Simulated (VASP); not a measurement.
These are rev-vdW-DF2, VASP's PBE PAW potentials (set 64) (plane waves; VASP) values and carry that method's errors.

A VASP calculation is set up with these files.

**POSCAR**
```
GaN
1.0
  0.0000000000   2.2625440104   2.2625440104
  2.2625440104   0.0000000000   2.2625440104
  2.2625440104   2.2625440104   0.0000000000
Ga N
1 1
Direct
  0.0000000000   0.0000000000   0.0000000000
  0.2500000000   0.2500000000   0.2500000000
```

**INCAR**
```
# general
SYSTEM  =GaN
PREC    =Accurate
ENCUT   =520
LREAL   =F
LASPH   =T   # aspherical one-centre terms
ICHARG  =11   # fixed density

# electronic loop
EDIFF   =1E-7
NELM    =100
ALGO    =Normal
LMAXMIX =4   # l cut-off of mixed one-centre charges

# smearing
ISMEAR  =0
SIGMA   =0.05   # width (eV)

# functional
GGA     =MK
LUSE_VDW=T
AGGAC   =0.0
PARAM1  =0.1234568
PARAM2  =0.7114
ZAB_VDW =-1.8867

# output
LWAVE   =F
LCHARG  =F
LORBIT  =11   # lm-projected
```

File KPOINTS:
```
k-points along high-symmetry lines
15
Line-mode
Reciprocal
  0.000000   0.000000   0.000000 ! GAMMA
 -0.500000  -0.500000   0.000000 ! X

 -0.500000  -0.500000   0.000000 ! X
 -0.375000  -0.375000   0.250000 ! U

 -0.375000   0.000000   0.375000 ! K
  0.000000   0.000000   0.000000 ! GAMMA

  0.000000   0.000000   0.000000 ! GAMMA
  0.000000   0.000000   0.500000 ! L

  0.000000   0.000000   0.500000 ! L
 -0.500000  -0.250000   0.250000 ! W

 -0.500000  -0.250000   0.250000 ! W
 -0.500000  -0.500000   0.000000 ! X
```

POTCAR, in this order: Ga_d N (PBE.64 set). Program: vasp_std. Read from the step before: CHGCAR.

What VASP printed:

### OUTCAR
```
 ion  position               nearest neighbor table
   1  0.000  0.000  0.000-   2 1.96   2 1.96   2 1.96   2 1.96
   2  0.250  0.250  0.250-   1 1.96   1 1.96   1 1.96   1 1.96
  LATTYP: Found a face centered cubic cell.
 ALAT       =     4.5250880208
 Subroutine PRICEL returns:
 Original cell was already a primitive cell.
 Subroutine GETGRP returns: Found 24 space group operations
The static configuration has the point symmetry T_d .
The dynamic configuration has the point symmetry T_d .
 Subroutine INISYM returns: Found 24 space group operations
   k-points           NKPTS =     90   k-points in BZ     NKDIM =     90   number of bands    NBANDS=     13
   number of dos      NEDOS =    301   number of ions     NIONS =      2
   total plane-waves  NPLWV =  13824
   dimension x,y,z NGX =    24 NGY =   24 NGZ =   24
   dimension x,y,z NGXF=    48 NGYF=   48 NGZF=   48
   ions per type =               1   1
   PREC   = accura    normal or accurate (medium, high low for compatibility)
   ISTART =      0    job   : 0-new  1-cont  2-samecut
   ICHARG =     11    charge: 1-file 2-atom 10-const
   ISPIN  =      1    spin polarized calculation?
   LNONCOLLINEAR =      F non collinear calculations
   LSORBIT =      F    spin-orbit coupling
   INIWAV =      1    electr: 0-lowe 1-rand  2-diag
   ENCUT  =  520.0 eV  38.22 Ry    6.18 a.u.   5.95  5.95  5.95*2*pi/ulx,y,z
   NELM   =    100;   NELMIN=  2; NELMDL= -5     # of ELM steps
   EDIFF  = 0.1E-06   stopping-criterion for ELM
   LREAL  =      F    real-space projection
   NLSPLINE    = F    spline interpolate recip. space projectors
   LMAXMIX     =    4 max onsite mixed and CHGCAR
   VOSKOWN=      0    Vosko Wilk Nusair interpolation
   EDIFFG = 0.1E-05   stopping-criterion for IOM
   NSW    =      0    number of steps for IOM
   NBLOCK =      1;   KBLOCK =      1    inner block; outer block
   IBRION =     -1    ionic relax: 0-MD 1-quasi-New 2-CG
   NFREE  =      0    steps in history (QN), initial steepest desc. (CG)
   ISIF   =      2    stress and relaxation
   ISYM   =      2    0-nonsym 1-usesym 2-fastsym
   TEIN   =    0.0    initial temperature
   TEBEG  =    0.0;   TEEND  =   0.0 temperature during run
...
```

**OSZICAR**
```
       N       E                     dE             d eps       ncg     rms          rms(c)
DAV:   1     0.920137681149E+02    0.92014E+02   -0.99257E+03  2443   0.252E+03
DAV:   2     0.168003327617E+00   -0.91846E+02   -0.86982E+02  2673   0.368E+02
DAV:   3    -0.680601695413E+01   -0.69740E+01   -0.68490E+01  2600   0.863E+01
DAV:   4    -0.692351596623E+01   -0.11750E+00   -0.11742E+00  2860   0.120E+01
DAV:   5    -0.692509003010E+01   -0.15741E-02   -0.15740E-02  2509   0.127E+00
DAV:   6    -0.692515053140E+01   -0.60501E-04   -0.60501E-04  3228   0.215E-01
DAV:   7    -0.692515166244E+01   -0.11310E-05   -0.11310E-05  2572   0.221E-02
DAV:   8    -0.692515170426E+01   -0.41825E-07   -0.41821E-07  2349   0.374E-03
   1 F= -.69251517E+01 E0= -.69251517E+01  d E =-.202710E-16
```

OUTCAR:
```
 val. band max:        5.0187918867   @ k =   0.0000   0.0000   0.0000

 cond. band min:       6.6553680255   @ k =   0.0000   0.0000   0.0000



 k-point     1 :       0.0000    0.0000    0.0000
  band No.  band energies     occupation
      1     -10.7641      2.00000
      2      -8.4825      2.00000
      3      -8.4824      2.00000
      4      -8.4824      2.00000
      5      -8.1795      2.00000
      6      -8.1795      2.00000
      7       5.0188      2.00000
      8       5.0188      2.00000
      9       5.0188      2.00000
     10       6.6554      0.00000
     11      15.1805      0.00000
     12      15.1805      0.00000
     13      15.1805      0.00000

 k-point     2 :      -0.0357   -0.0357    0.0000
  band No.  band energies     occupation
      1     -10.7452      2.00000
      2      -8.4792      2.00000
      3      -8.4792      2.00000
      4      -8.4779      2.00000
      5      -8.1810      2.00000
      6      -8.1786      2.00000
      7       4.8042      2.00000
      8       4.9768      2.00000
      9       4.9768      2.00000
     10       6.8761      0.00000
     11      15.0571      0.00000
     12      15.2230      0.00000
     13      15.2230      0.00000

 k-point     3 :      -0.0714   -0.0714    0.0000
  band No.  band energies     occupation
      1     -10.6899      2.00000
      2      -8.4697      2.00000
      3      -8.4697      2.00000
      4      -8.4634      2.00000
      5      -8.1850      2.00000
      6      -8.1759      2.00000
      7       4.3418      2.00000
      8       4.8550      2.00000
      9       4.8550      2.00000
     10       7.3532      0.00000
     11      14.7214      0.00000
     12      15.3477      0.00000
     13      15.3477      0.00000

 k-point     4 :      -0.1071   -0.1071    0.0000
  band No.  band energies     occupation
      1     -10.6020      2.00000
      2      -8.4541      2.00000
      3      -8.4541      2.00000
      4      -8.4370      2.00000
...
```

The density is held fixed in this step, so its total energy and stress have no physical meaning.

The compound is GaN in the zinc blende structure, a metastable form; wurtzite is the usual one. It was relaxed first.
